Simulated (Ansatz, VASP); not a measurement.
# Si100C (amorphous Si): VASP beside Ansatz

Wanted: the spread between two codes on one cell, functional and k mesh. Of the first pair: The structure shown is the start of the Ansatz relaxation below; VASP solves that cell, so the two are compared at the walk's first step.

Program: Ansatz 0.2.0. Level of theory: plane waves, with VASP 6.6.1 beside it; single point at PBE. Results are calculated unless marked as measured.

## 1. The starting structure

The cell holds 101 atoms: 100 Si and 1 C. Its edges and angles: a = 12.624 Å, b = 12.624 Å, c = 12.624 Å, α = 90.0°, β = 90.0°, γ = 90.0°. It derives from Si (amorphous Si). As first built, before any earlier steps moved the atoms (in the runner's words): 101 atoms (101 Si) placed at random at 2.34 g/cm^3, melted at 2500 K for 10 ps at fixed volume with the modified Tersoff potential (Kumagai, Izumi, Hara and Sakai, Comput. Mater. Sci. 39, 457 (2007)). Quenched from 2500 K to 300 K at 20 K/ps and fixed volume, held 5 ps. Nearest the centre at fractional (0.184, 0.096, 0.174): C101 at 0.00 Å, Si1 at 2.33 Å, Si38 at 2.36 Å, Si45 at 2.39 Å, Si35 at 2.40 Å, Si20 at 3.31 Å, Si43 at 3.38 Å, Si85 at 3.53 Å.

## 2. Ansatz: relaxation, PBE

Ansatz runs on its PAW soft_1 files.

The two programs are compared at the cell with which this relaxation starts, whose forces are those of its first step.

input.yaml

```yaml
crystal:
  lattice:
    - [12.6245, 0.0, 0.0]
    - [0.0, 12.6245, 0.0]
    - [0.0, 0.0, 12.6245]
  atoms:
    - { symbol: Si, position: [0.07713, 0.94546, 0.16477] }
    - { symbol: Si, position: [0.44961, 0.99135, 0.0776] }
[... 2 atom lines left out ...]
    - { symbol: Si, position: [0.25759, 0.83005, 0.95031] }
[... 1 atom line left out ...]
    - { symbol: Si, position: [0.36101, 0.14684, 0.94888] }
[... 1 atom line left out ...]
    - { symbol: Si, position: [0.3746, 0.96619, 0.88562] }
    - { symbol: Si, position: [0.84828, 0.84108, 0.33061] }
[... 3 atom lines left out ...]
    - { symbol: Si, position: [0.88269, 0.31163, 0.30528] }
    - { symbol: Si, position: [0.32075, 0.41418, 0.20216] }
[... 3 atom lines left out ...]
    - { symbol: Si, position: [0.1609, 0.7907, 0.21938] }
    - { symbol: Si, position: [0.18167, 0.02135, 0.42606] }
    - { symbol: Si, position: [0.90148, 0.98793, 0.07703] }
[... 7 atom lines left out ...]
    - { symbol: Si, position: [0.48606, 0.80328, 0.08308] }
[... 1 atom line left out ...]
    - { symbol: Si, position: [0.63717, 0.105, 0.26055] }
[... 1 atom line left out ...]
    - { symbol: Si, position: [0.90389, 0.31862, 0.11743] }
[... 1 atom line left out ...]
    - { symbol: Si, position: [0.06614, 0.12241, 0.32082] }
[... 2 atom lines left out ...]
    - { symbol: Si, position: [0.1922, 0.18952, 0.01257] }
[... 2 atom lines left out ...]
    - { symbol: Si, position: [0.89609, 0.16549, 0.00879] }
[... 1 atom line left out ...]
    - { symbol: Si, position: [0.38741, 0.24642, 0.26297] }
[... 1 atom line left out ...]
    - { symbol: Si, position: [0.34508, 0.01613, 0.23468] }
[... 1 atom line left out ...]
    - { symbol: Si, position: [0.03695, 0.42861, 0.04843] }
    - { symbol: Si, position: [0.30809, 0.72956, 0.11661] }
[... 2 atom lines left out ...]
    - { symbol: Si, position: [0.39723, 0.72918, 0.30115] }
[... 1 atom line left out ...]
    - { symbol: Si, position: [0.22897, 0.51023, 0.33493] }
[... 2 atom lines left out ...]
    - { symbol: Si, position: [0.46674, 0.20355, 0.09188] }
[... 2 atom lines left out ...]
    - { symbol: Si, position: [0.01076, 0.99077, 0.84895] }
[... 1 atom line left out ...]
    - { symbol: Si, position: [0.58029, 0.94892, 0.34854] }
    - { symbol: C, position: [0.18453, 0.09571, 0.17442] }
    - { symbol: Si, position: [0.46374, 0.02721, 0.47078] }
    - { symbol: Si, position: [0.23192, 0.7982, 0.51956] }
[... 1 atom line left out ...]
    - { symbol: Si, position: [0.67525, 0.08142, 0.78064] }
[... 2 atom lines left out ...]
    - { symbol: Si, position: [0.0858, 0.63473, 0.28218] }
[... 5 atom lines left out ...]
    - { symbol: Si, position: [0.19963, 0.75133, 0.78822] }
[... 1 atom line left out ...]
    - { symbol: Si, position: [0.90528, 0.08037, 0.614] }
[... 1 atom line left out ...]
    - { symbol: Si, position: [0.49603, 0.82057, 0.68171] }
    - { symbol: Si, position: [0.02233, 0.27799, 0.42918] }
    - { symbol: Si, position: [0.55649, 0.24919, 0.34704] }
    - { symbol: Si, position: [0.31236, 0.28644, 0.53077] }
[... 1 atom line left out ...]
    - { symbol: Si, position: [0.54542, 0.94435, 0.8134] }
    - { symbol: Si, position: [0.21436, 0.37237, 0.0539] }
[... 2 atom lines left out ...]
    - { symbol: Si, position: [0.42424, 0.23739, 0.7962] }
[... 3 atom lines left out ...]
    - { symbol: Si, position: [0.59299, 0.15834, 0.51654] }
[... 3 atom lines left out ...]
    - { symbol: Si, position: [0.60325, 0.82138, 0.93664] }
    - { symbol: Si, position: [0.98201, 0.72379, 0.98499] }
    - { symbol: Si, position: [0.26756, 0.86535, 0.34705] }
[... 2 atom lines left out ...]
    - { symbol: Si, position: [0.95583, 0.70607, 0.39963] }
kpoints:
  mp_grid: { grid: [1, 1, 1] }
hamiltonian:
  xc: pbe
  pseudopotentials: { kind: paw, azcp: { folder: soft_1 } }
scf:
  occupations: { method: fermi_dirac, width: 0.025 }
output:
  forces: true
  eigenvalues: true
relax:
  f_tol: 0.05
  max_steps: 90
```

Launch:

```bash
ansatz run input.yaml --threads 4 --pin off --max-ram 8192MiB --backend cpu --events-out ev --progress --plain --runs-dir out
```

Numbers of over 12 decimals in the logs are rounded to 6 here.

Log:

```text
Engine: ansatz 0.2.0, aarch64-unknown-linux-gnu
Pseudopotentials: kind: paw
Pseudopotential: Si, paw, valence charge 4, recommended cutoff 420 eV (normal), soft_1/Si.paw.azcp
Pseudopotential: C, paw, valence charge 4, recommended cutoff 420 eV (normal), soft_1/C.paw.azcp
Functional definition: PBE
  parameter kappa = 0.804
  parameter beta = 0.066725
  exchange = pbe_x(kappa = kappa, mu = beta*pi^2/3)
  correlation = pbe_c(beta = beta)
Crystal: 101 atoms, lattice volume = 2012.068 Å³
Basis set: ecut = 420 eV, 39223 PW (Γ), exchange–correlation on 180×180×180 points (8 copies of the dense FFT grid, shifted against one another)
Bands: 303, of which v1, the nominal top of the filled ones, is band 202 counted from 1 (201 counted from 0)
Symmetry: 1 space group operations
Space group: P1 (ITA 1), of the structure as read, at distance tolerance 1.3e-4 Å
k-points: 1
Non-local potential: Si, projectors of the file, l = 0: 2, l = 1: 2, l = 2: 1
Non-local potential: C, projectors of the file, l = 0: 2, l = 1: 2, l = 2: 1
PAW form: soft (Blöchl's): semilocal exchange-correlation on the pseudo side does not see the compensation charge
PAW one-centre angular grid: Si, 110 points (default); XC on 64 Gauss nodes
PAW one-centre angular grid: C, 110 points (default); XC on 64 Gauss nodes
Initial density: superposition of atomic densities (chi_scale 0.1, normalization cell, long waves kept (reshape's long-wave potential 0.18 eV rms))
Initial wavefunctions: pseudopotential atomic-orbital guess
Functional: x = pbe(κ = 0.804, μ = 0.219515), c = pbe(β = 0.066725)
SCF iter   1: F=—  HF=-63815.748466 eV  |F-HF|=—  |Δ(HF+E_count)|=         —  Δρ=4.21e-2  dr2=4.58e1  ethr=3.10e-3  ⟨swp⟩=6.0  Hψ=1434  notcnv=0  defer=71
preconditioner: auto → Resta (q_TF=auto, 2.088 Å⁻¹)  ε∞=5.6  [insulator: Δε(μ)=0.313 eV  Ē_g=7.754 eV  σ=0.025 eV  W_gap=1.00  n_scr=304 (ndim 8)  ℏωp=16.6 eV  f_vac=0.000  D(μ)=0.32/eV (n_scr^D=0)  ε∞_Penn≈5.6]
SCF iter   2: F=—  HF=-63808.892482 eV  |F-HF|=—  |Δ(HF+E_count)|=    6.86e0  Δρ=2.42e-2  dr2=1.36e1  ethr=3.10e-3  ⟨swp⟩=2.0  Hψ=365  notcnv=0  defer=83
SCF iter   3: F=—  HF=-63805.961148 eV  |F-HF|=—  |Δ(HF+E_count)|=    2.93e0  Δρ=2.72e-3  dr2=3.15e-1  ethr=3.10e-3  ⟨swp⟩=3.0  Hψ=440  notcnv=0  defer=83
SCF iter   4: F=—  HF=-63806.011242 eV  |F-HF|=—  |Δ(HF+E_count)|=   5.01e-2  Δρ=9.91e-4  dr2=6.47e-2  ethr=7.80e-5  ⟨swp⟩=6.0  Hψ=399  notcnv=0  defer=83
SCF iter   5: F=—  HF=-63806.034602 eV  |F-HF|=—  |Δ(HF+E_count)|=   2.34e-2  Δρ=3.68e-4  dr2=1.04e-2  ethr=1.60e-5  ⟨swp⟩=3.0  Hψ=564  notcnv=0  defer=83
SCF iter   6: F=—  HF=-63806.040031 eV  |F-HF|=—  |Δ(HF+E_count)|=   5.43e-3  Δρ=1.25e-4  dr2=1.01e-3  ethr=2.58e-6  ⟨swp⟩=2.0  Hψ=333  notcnv=0  defer=83
SCF iter   7: F=—  HF=-63806.040966 eV  |F-HF|=—  |Δ(HF+E_count)|=   9.35e-4  Δρ=3.62e-5  dr2=7.45e-5  ethr=2.50e-7  ⟨swp⟩=2.0  Hψ=406  notcnv=0  defer=83
SCF iter   8: F=—  HF=-63806.041110 eV  |F-HF|=—  |Δ(HF+E_count)|=   1.44e-4  Δρ=1.27e-5  dr2=1.02e-5  ethr=1.55e-8  ⟨swp⟩=17.0  Hψ=2225  notcnv=0
SCF iter   9: F=-63806.041128 eV  HF=-63806.041127 eV  |F-HF|=5.64e-7  |Δ(HF+E_count)|=   1.75e-5  Δρ=4.00e-6  dr2=1.14e-6  ethr=2.51e-9  ⟨swp⟩=5.0  Hψ=1042  notcnv=0
SCF 1 converged in 9 iterations: F = -63806.041128 eV  dr2 = 1.14e-6
  greatest PAW one-centre occupation: 0.680 electrons in one spin orbital (limit 2), on the Si atom at site 44 (counted from 0), in its partial waves of l = 0
relax step   1: F+E_penalty+E_count = -63806.04112755 eV  Δ(F+E_penalty+E_count) = +0.000e0 eV  max|allowed force component| = 2.026e0 eV/Å  Δτ_max = 0.0000 Å  (9 SCF iters, dr2 threshold 6.25e-5 eV, accepted)
Initial density: handed on by an earlier stage of this run
Initial wavefunctions: those handed on with the density
iter 1 solved again at ethr=1.12e-4 eV; its pass at ethr=3.10e-3 eV (dr2=4.54e-1 eV) is discarded
SCF iter   1: F=—  HF=-63807.535026 eV  |F-HF|=—  |Δ(HF+E_count)|=         —  Δρ=4.07e-3  dr2=4.57e-1  ethr=1.12e-4  ⟨swp⟩=2.0  Hψ=1010  notcnv=0  defer=83
preconditioner: auto → Resta (q_TF=auto, 2.088 Å⁻¹)  ε∞=5.7  [insulator: Δε(μ)=0.217 eV  Ē_g=7.649 eV  σ=0.025 eV  W_gap=0.97  n_scr=304 (ndim 8)  ℏωp=16.6 eV  f_vac=0.003  D(μ)=2.05/eV (n_scr^D=0)  ε∞_Penn≈5.7]
SCF iter   2: F=—  HF=-63807.468524 eV  |F-HF|=—  |Δ(HF+E_count)|=   6.65e-2  Δρ=1.78e-3  dr2=7.22e-2  ethr=1.12e-4  ⟨swp⟩=2.0  Hψ=437  notcnv=0  defer=83
SCF iter   3: F=—  HF=-63807.459274 eV  |F-HF|=—  |Δ(HF+E_count)|=   9.25e-3  Δρ=3.34e-4  dr2=2.56e-3  ethr=1.79e-5  ⟨swp⟩=2.0  Hψ=440  notcnv=0  defer=83
SCF iter   4: F=—  HF=-63807.459533 eV  |F-HF|=—  |Δ(HF+E_count)|=   2.59e-4  Δρ=6.34e-5  dr2=3.53e-4  ethr=6.34e-7  ⟨swp⟩=3.0  Hψ=505  notcnv=0  defer=83
iter 5 did not close the SCF: its close was put off for the readings that it lacked (scf_convergence_deferred on its scf_iter line)
[...]
--- Relaxed structure (7 steps of the walk, 6 accepted, 0 SCFs on fresh bases) ---
  F+E_penalty+E_count = -63808.48619668 eV   max|allowed force component| = 3.603e-2 eV/Å
  atoms:
    - { symbol: Si, position: [0.089619, 0.959166, 0.153725] }
    - { symbol: Si, position: [0.441091, 0.998236, 0.079008] }
    - { symbol: Si, position: [0.688519, 0.346633, 0.935072] }
    - { symbol: Si, position: [0.125340, 0.922284, 0.719436] }
    - { symbol: Si, position: [0.257633, 0.827959, 0.947960] }
    - { symbol: Si, position: [0.835633, 0.572928, 0.463190] }
    - { symbol: Si, position: [0.354004, 0.144252, 0.955971] }
    - { symbol: Si, position: [0.789088, 0.468321, 0.315484] }
    - { symbol: Si, position: [0.373868, 0.965171, 0.883565] }
    - { symbol: Si, position: [0.851564, 0.842280, 0.327438] }
    - { symbol: Si, position: [0.654216, 0.638521, 0.903335] }
    - { symbol: Si, position: [0.800985, 0.805861, 0.735126] }
    - { symbol: Si, position: [0.376639, 0.596958, 0.425251] }
    - { symbol: Si, position: [0.887647, 0.309602, 0.305706] }
    - { symbol: Si, position: [0.321298, 0.415898, 0.204872] }
    - { symbol: Si, position: [0.466651, 0.379801, 0.590746] }
    - { symbol: Si, position: [0.950024, 0.708042, 0.679633] }
    - { symbol: Si, position: [0.665838, 0.789288, 0.600890] }
    - { symbol: Si, position: [0.161283, 0.801391, 0.219277] }
    - { symbol: Si, position: [0.181958, 0.022792, 0.426840] }
    - { symbol: Si, position: [0.902060, 0.985297, 0.073481] }
    - { symbol: Si, position: [0.640625, 0.549353, 0.733081] }
    - { symbol: Si, position: [0.888983, 0.392091, 0.715245] }
    - { symbol: Si, position: [0.802574, 0.752400, 0.921446] }
[...]
- { symbol: C, position: [0.176733, 0.083574, 0.166678] }
[...]
- { symbol: Si, position: [0.715736, 0.161989, 0.946296] }
    - { symbol: Si, position: [0.041524, 0.646944, 0.829631] }
    - { symbol: Si, position: [0.600327, 0.821334, 0.937052] }
    - { symbol: Si, position: [0.982816, 0.723905, 0.986792] }
    - { symbol: Si, position: [0.266866, 0.869256, 0.351078] }
    - { symbol: Si, position: [0.615024, 0.078531, 0.080167] }
    - { symbol: Si, position: [0.741582, 0.879346, 0.053221] }
    - { symbol: Si, position: [0.955225, 0.706257, 0.399581] }
```

## 3. VASP: single point, PBE, start cell, pair 1

The same cell, functional, mesh and smearing now go to VASP, with its own data sets.

Lines of VASP's logs that name or quote its potential files are left out, and so is its time.

INCAR

```
SYSTEM = Si100C
PREC = Accurate
ENCUT = 520
EDIFF = 1E-06
NELM = 120
ISMEAR = -1
SIGMA = 0.025
LREAL = Auto
ALGO = Normal
GGA = PE
NBANDS = 272
LORBIT = 11
LWAVE = .FALSE.
LCHARG = .FALSE.
ISIF = 2
LASPH = .TRUE.
GGA_COMPAT = .FALSE.
EFERMI = MIDGAP
NCORE = 2
```

POSCAR

```
Si100C
1.0
   12.6245000000      0.0000000000      0.0000000000
    0.0000000000     12.6245000000      0.0000000000
    0.0000000000      0.0000000000     12.6245000000
Si C
100 1
Direct
    0.0771278070      0.9454631867      0.1647669215
    0.4496098855      0.9913501525      0.0776030734
[... 2 atom lines left out ...]
    0.2575864391      0.8300526754      0.9503109034
[... 1 atom line left out ...]
    0.3610123173      0.1468414591      0.9488771833
[... 1 atom line left out ...]
    0.3745970137      0.9661927205      0.8856192324
    0.8482791398      0.8410788546      0.3306111133
[... 3 atom lines left out ...]
    0.8826884233      0.3116321438      0.3052794170
    0.3207493366      0.4141787794      0.2021624619
[... 3 atom lines left out ...]
    0.1609014218      0.7907006218      0.2193829459
    0.1816705612      0.0213473801      0.4260604380
    0.9014772862      0.9879282348      0.0770327538
[... 7 atom lines left out ...]
    0.4860628144      0.8032793378      0.0830765575
[... 1 atom line left out ...]
    0.6371737495      0.1050021783      0.2605489326
[... 1 atom line left out ...]
    0.9038932235      0.3186185592      0.1174303933
[... 1 atom line left out ...]
    0.0661412333      0.1224127688      0.3208206266
[... 2 atom lines left out ...]
    0.1921977108      0.1895203770      0.0125707949
[... 2 atom lines left out ...]
    0.8960909343      0.1654877421      0.0087924274
[... 1 atom line left out ...]
    0.3874133629      0.2464176799      0.2629727910
[... 1 atom line left out ...]
    0.3450829736      0.0161273714      0.2346786011
[... 1 atom line left out ...]
    0.0369519585      0.4286110341      0.0484296408
    0.3080914096      0.7295576062      0.1166065983
[... 2 atom lines left out ...]
    0.3972276130      0.7291773932      0.3011525209
[... 1 atom line left out ...]
    0.2289674839      0.5102301081      0.3349281160
[... 2 atom lines left out ...]
    0.4667432374      0.2035486554      0.0918769060
[... 2 atom lines left out ...]
    0.0107568617      0.9907719118      0.8489524338
[... 1 atom line left out ...]
    0.5802922888      0.9489167888      0.3485365757
    0.4637411383      0.0272089984      0.4707830013
    0.2319220563      0.7982019090      0.5195611707
    0.0468533407      0.1669769100      0.8958216167
[... 1 atom line left out ...]
    0.9173670244      0.0084280566      0.2668303695
[... 2 atom lines left out ...]
    0.8029070458      0.1417561092      0.3278466474
[... 5 atom lines left out ...]
    0.1687274744      0.3897263258      0.4650798051
[... 1 atom line left out ...]
    0.0524297992      0.9777020872      0.5592221474
[... 1 atom line left out ...]
    0.0223295972      0.2779912076      0.4291813537
    0.5564893659      0.2491900669      0.3470394867
    0.3123608856      0.2864430274      0.5307695354
    0.1115212484      0.2569289873      0.7445918650
[... 1 atom line left out ...]
    0.2143609648      0.3723711830      0.0539031249
    0.3292090776      0.1422392966      0.4091013505
[... 2 atom lines left out ...]
    0.0662600499      0.8882331974      0.9915085746
[... 3 atom lines left out ...]
    0.5256208167      0.3723474197      0.0243177948
[... 3 atom lines left out ...]
    0.9820111688      0.7237910412      0.9849895045
    0.2675591113      0.8653491227      0.3470474078
    0.6186779674      0.0760188522      0.0791080835
[... 2 atom lines left out ...]
    0.1845300804      0.0957107212      0.1744227494
```

KPOINTS

```
Automatic mesh
0
Gamma
1 1 1
0 0 0
```

PAW data sets: Si and C (PBE family, release 64).

Launch:

```bash
mpirun -np 8 vasp_gam
```

Log:

```text
[banner, memory and clock lines left out]
running    8 mpi-ranks, on    1 nodes
[...]
LDA part: xc-table for (Slater+PW92), standard interpolation
 POSCAR, INCAR and KPOINTS ok, starting setup
[...]
entering main loop
       N       E                     dE             d eps       ncg     rms          rms(c)
DAV:   1     0.195130714484E+04    0.19513E+04   -0.17693E+05   544   0.132E+03
DAV:   2    -0.285264337680E+03   -0.22366E+04   -0.20993E+04   688   0.215E+02
DAV:   3    -0.526685840043E+03   -0.24142E+03   -0.23475E+03   680   0.618E+01
DAV:   4    -0.534713473882E+03   -0.80276E+01   -0.79347E+01   656   0.131E+01
[...]
DAV:  17    -0.525622948751E+03   -0.41983E-05   -0.54524E-06   592   0.351E-03    0.284E-03
DAV:  18    -0.525622950479E+03   -0.17279E-05   -0.17644E-06   432   0.213E-03    0.134E-03
DAV:  19    -0.525622950943E+03   -0.46439E-06   -0.42836E-07   408   0.107E-03
   1 F= -.52562295E+03 E0= -.52561856E+03  d E =-.878735E-02
```

Parts of OUTCAR (step 3):

```text
  FREE ENERGIE OF THE ION-ELECTRON SYSTEM (eV)
  ---------------------------------------------------
  free  energy   TOTEN  =      -525.6229509434 eV

  energy  without entropy=     -525.6141635954  energy(sigma->0) =     -525.61855727
```

The run ends at a pressure of -0.57 GPa, with forces up to 2.4 eV/Å.

## 4. Differences

Known differences besides the potentials themselves: the cutoff is 420 eV in Ansatz and 520 eV in VASP (PREC = Accurate, projectors in real space). Total energies have different zeros and are not compared.

Forces on 8 of the 101 atoms, those with the largest forces and the largest differences (eV/Å; atoms numbered as in POSCAR):

```
atom          Ansatz x, y, z            VASP x, y, z
 Si1     1.352, 2.026, 0.108     1.345, 2.017, 0.101
 Si2    0.037, 0.005, -0.131    0.040, 0.009, -0.134
Si35   1.251, -0.490, -1.304   1.247, -0.493, -1.300
Si38   -0.081, -1.113, 1.914   -0.079, -1.108, 1.910
Si45   -1.772, 0.892, -0.447   -1.768, 0.890, -0.448
Si66   0.101, -0.033, -0.110   0.104, -0.032, -0.113
Si88     0.091, 0.094, 0.049     0.083, 0.095, 0.055
C101  -0.674, -1.359, -0.067  -0.673, -1.358, -0.068
```

The forces differ by 2.5 meV/Å r.m.s., which is 1.0 % of the r.m.s. force of 0.263 eV/Å (both taken over all components).

(Part 1 of 2 ends here.)

[Lines on the potential files, build, host, timing and source positions are cut from VASP's logs without a mark.]

[Logs are printed without paths, hosts, clocks, repeated set-up lines and the standing remarks that a program may print on its own settings, such as how far it seeks lower states.]

[Hosts, paths, dates, database ids (printed as entryN), source tags and the programs' standing remarks are cut or masked in the printed files.]
